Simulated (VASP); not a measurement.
**Tb₂Mg (space group I4/mmm): computed properties**

Method: PBEsol GGA, VASP's PBE PAW potentials (set 64) (plane waves; VASP).

space group: I4/mmm (139)
cell: a = 3.478 Å, b = 3.478 Å, c = 13.724 Å, α = 90.00°, β = 90.00°, γ = 90.00°
volume per atom: 27.68 Å^3/atom
band gap (over mesh and band path): none (metal, semimetal or under 0.01 eV)
band gap with spin-orbit coupling: none (metallic)
density: 6.84 g/cm³

```
MgTb2
1.0
   -1.73919     1.73919     6.86211
    1.73919    -1.73919     6.86211
    1.73919     1.73919    -6.86211
Tb Mg
2 1
Direct
  0.66349   0.66349   0.00000
  0.33651   0.33651   0.00000
  0.00000   0.00000   0.00000
```

The 4f electrons are frozen in the core of the lanthanide potential, so 4f levels, which can set the real gap, and their magnetism are missing.

The structure comes from a computed database's Tb2Mg entry (I4/mmm); how it stands against other phases isn't given here. It was relaxed first, which changed the volume by -6 %. Symmetry was kept, so distortions that lower it aren't found.
